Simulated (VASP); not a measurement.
Calculation: r2SCAN meta-GGA, VASP's PBE PAW potentials (set 64) (plane waves; VASP 6.6.1).

The input files of a VASP run:

File KPOINTS:
```
Automatic mesh
0
Gamma
12 12 7
0 0 0
```

**POSCAR**
```
Mg
1
    1.5926911797    -2.7586224874     0.0000000000
    1.5926911797     2.7586224874     0.0000000000
    0.0000000000     0.0000000000     5.0994594159
Mg
2
Direct
  0.3333330000   0.6666670000   0.2500000000
  0.6666670000   0.3333330000   0.7500000000
```

### INCAR
```
SIGMA=0.1   # width (eV)
LREAL=.FALSE.
EDIFF=1E-8   # SCF stop (eV)
LCHARG=.FALSE.
SYSTEM=Mg
PREC=Accurate
ISMEAR=1   # Methfessel-Paxton
ALGO=Normal
ENCUT=400
LASPH=.TRUE.
IBRION=1
LWAVE=.FALSE.
ISIF=2   # forces and stress, cell fixed
EDIFFG=-0.001
NSW=30   # most ionic steps
LMIXTAU=.TRUE.
METAGGA=R2SCAN
NELM=100   # most electronic steps
```

POTCAR, in this order: Mg (PBE.64 set). Program: vasp_std.

Output

**OUTCAR**
```
 ion  position               nearest neighbor table
   1  0.333  0.667  0.250-   2 3.14   2 3.14   2 3.14   2 3.14   2 3.14   2 3.14
   2  0.667  0.333  0.750-   1 3.14   1 3.14   1 3.14   1 3.14   1 3.14   1 3.14
  LATTYP: Found a hexagonal cell.
 ALAT       =     3.1853827434
 C/A-ratio  =     1.6008937785
 Subroutine PRICEL returns:
 Original cell was already a primitive cell.
 Subroutine GETGRP returns: Found 24 space group operations
The static configuration has the point symmetry D_3d.
 The point group associated with its full space group is D_6h.
The dynamic configuration has the point symmetry D_3d.
 Subroutine INISYM returns: Found 24 space group operations
 Subroutine IBZKPT returns following result:
 Found     76 irreducible k-points:

 Following reciprocal coordinates:
            Coordinates               Weight
  0.000000  0.000000  0.000000      1.000000
  0.083333  0.000000  0.000000      6.000000
  0.166667  0.000000  0.000000      6.000000
  0.250000  0.000000  0.000000      6.000000
  0.333333  0.000000  0.000000      6.000000
  0.416667  0.000000  0.000000      6.000000
  0.500000  0.000000  0.000000      3.000000
  0.083333  0.083333  0.000000      6.000000
  0.166667  0.083333  0.000000     12.000000
  0.250000  0.083333  0.000000     12.000000
  0.333333  0.083333  0.000000     12.000000
  0.416667  0.083333  0.000000     12.000000
  0.166667  0.166667  0.000000      6.000000
  0.250000  0.166667  0.000000     12.000000
  0.333333  0.166667  0.000000     12.000000
  0.416667  0.166667  0.000000      6.000000
  0.250000  0.250000  0.000000      6.000000
  0.333333  0.250000  0.000000     12.000000
  0.333333  0.333333  0.000000      2.000000
  0.000000  0.000000  0.142857      2.000000
  0.083333  0.000000  0.142857     12.000000
  0.166667  0.000000  0.142857     12.000000
  0.250000  0.000000  0.142857     12.000000
  0.333333  0.000000  0.142857     12.000000
  0.416667  0.000000  0.142857     12.000000
  0.500000  0.000000  0.142857      6.000000
  0.083333  0.083333  0.142857     12.000000
  0.166667  0.083333  0.142857     24.000000
  0.250000  0.083333  0.142857     24.000000
  0.333333  0.083333  0.142857     24.000000
  0.416667  0.083333  0.142857     24.000000
  0.166667  0.166667  0.142857     12.000000
  0.250000  0.166667  0.142857     24.000000
  0.333333  0.166667  0.142857     24.000000
  0.416667  0.166667  0.142857     12.000000
  0.250000  0.250000  0.142857     12.000000
  0.333333  0.250000  0.142857     24.000000
  0.333333  0.333333  0.142857      4.000000
  0.000000  0.000000  0.285714      2.000000
  0.083333  0.000000  0.285714     12.000000
   k-points           NKPTS =     76   k-points in BZ     NKDIM =     76   number of bands    NBANDS=      6
   number of dos      NEDOS =    301   number of ions     NIONS =      2
   total plane-waves  NPLWV =  20736
   dimension x,y,z NGX =    24 NGY =   24 NGZ =   36
   dimension x,y,z NGXF=    48 NGYF=   48 NGZF=   72
   ions per type =               2
   PREC   = accura    normal or accurate (medium, high low for compatibility)
   ISTART =      0    job   : 0-new  1-cont  2-samecut
   ICHARG =      2    charge: 1-file 2-atom 10-const
   ISPIN  =      1    spin polarized calculation?
   LNONCOLLINEAR =      F non collinear calculations
   LSORBIT =      F    spin-orbit coupling
   INIWAV =      1    electr: 0-lowe 1-rand  2-diag
   ENCUT  =  400.0 eV  29.40 Ry    5.42 a.u.   5.19  5.19  8.32*2*pi/ulx,y,z
   NELM   =    100;   NELMIN=  2; NELMDL= -5     # of ELM steps
   EDIFF  = 0.1E-07   stopping-criterion for ELM
   LREAL  =      F    real-space projection
...
```

OSZICAR:
```
       N       E                     dE             d eps       ncg     rms          rms(c)
DAV:   1    -0.577755652193E+01   -0.57776E+01   -0.11553E+03   912   0.401E+02
DAV:   2    -0.831436437451E+01   -0.25368E+01   -0.24552E+01  1260   0.270E+01
DAV:   3    -0.833386653531E+01   -0.19502E-01   -0.19501E-01  1254   0.321E+00
DAV:   4    -0.833393006723E+01   -0.63532E-04   -0.63532E-04  1344   0.168E-01
DAV:   5    -0.833393034220E+01   -0.27498E-06   -0.27490E-06  1212   0.815E-03    0.966E-01
DAV:   6    -0.827809264935E+01    0.55838E-01   -0.92309E-02  1110   0.182E+00    0.700E-01
DAV:   7    -0.829738993352E+01   -0.19297E-01   -0.42638E-02  1026   0.208E+00    0.136E-01
DAV:   8    -0.829924833774E+01   -0.18584E-02   -0.10321E-02  1032   0.898E-01    0.283E-02
DAV:   9    -0.829893317469E+01    0.31516E-03   -0.16358E-03  1032   0.385E-01    0.236E-02
DAV:  10    -0.829927435008E+01   -0.34118E-03   -0.70956E-04  1032   0.257E-01    0.794E-03
DAV:  11    -0.829934003931E+01   -0.65689E-04   -0.15637E-05  1194   0.456E-02    0.162E-03
DAV:  12    -0.829932876152E+01    0.11278E-04   -0.14081E-06  1122   0.880E-03    0.113E-03
DAV:  13    -0.829933550245E+01   -0.67409E-05   -0.11260E-06  1038   0.122E-02    0.439E-04
DAV:  14    -0.829933352190E+01    0.19805E-05   -0.28419E-07  1116   0.409E-03    0.582E-05
DAV:  15    -0.829933345493E+01    0.66962E-07   -0.50973E-09   942   0.657E-04    0.380E-05
DAV:  16    -0.829933338050E+01    0.74430E-07   -0.61805E-10   678   0.200E-04    0.256E-05
DAV:  17    -0.829933346794E+01   -0.87439E-07   -0.16661E-10   594   0.116E-04    0.135E-06
DAV:  18    -0.829933344804E+01    0.19906E-07   -0.24924E-11   588   0.617E-05    0.566E-07
DAV:  19    -0.829933345234E+01   -0.43076E-08   -0.17809E-12   588   0.132E-05
   1 F= -.82993335E+01 E0= -.82992173E+01  d E =-.829933E+01
```

OUTCAR:
```
------------------------ aborting loop because EDIFF is reached ----------------------------------------
  FORCE on cell =-STRESS in cart. coord.  units (eV):
  Direction    XX          YY          ZZ          XY          YZ          ZX
  --------------------------------------------------------------------------------------
  Total       -0.0028696     -0.0028696     -0.0136710      0.0000000      0.0000000     -0.0000000
  in kB       -0.1026024     -0.1026024     -0.4888018      0.0000000      0.0000000     -0.0000000
  external PRESSURE =      -0.2313355 kB  Pullay stress =       0.0000000 kB
  volume of cell :       44.81
      direct lattice vectors                 reciprocal lattice vectors
     1.592691180 -2.758622487  0.000000000     0.313934055 -0.181249882  0.000000000
     1.592691180  2.758622487  0.000000000     0.313934055  0.181249882  0.000000000
     0.000000000  0.000000000  5.099459416     0.000000000  0.000000000  0.196099217
 POSITION                                       TOTAL-FORCE (eV/Angst)
 -----------------------------------------------------------------------------------
      1.59269      0.91954      1.27486         0.000000      0.000000      0.000000
      1.59269     -0.91954      3.82459        -0.000000     -0.000000      0.000000
 -----------------------------------------------------------------------------------
    total drift:                               -0.000001     -0.000006      0.000001
  FREE ENERGIE OF THE ION-ELECTRON SYSTEM (eV)
  ---------------------------------------------------
  free  energy   TOTEN  =        -8.2993334523 eV

  energy  without entropy=       -8.2989848947  energy(sigma->0) =       -8.29921727

 reached required accuracy - stopping structural energy minimisation
```
(Selected blocks of OUTCAR.)

The compound is Mg in the hcp structure. It was relaxed first. The start is the result of an earlier pass.
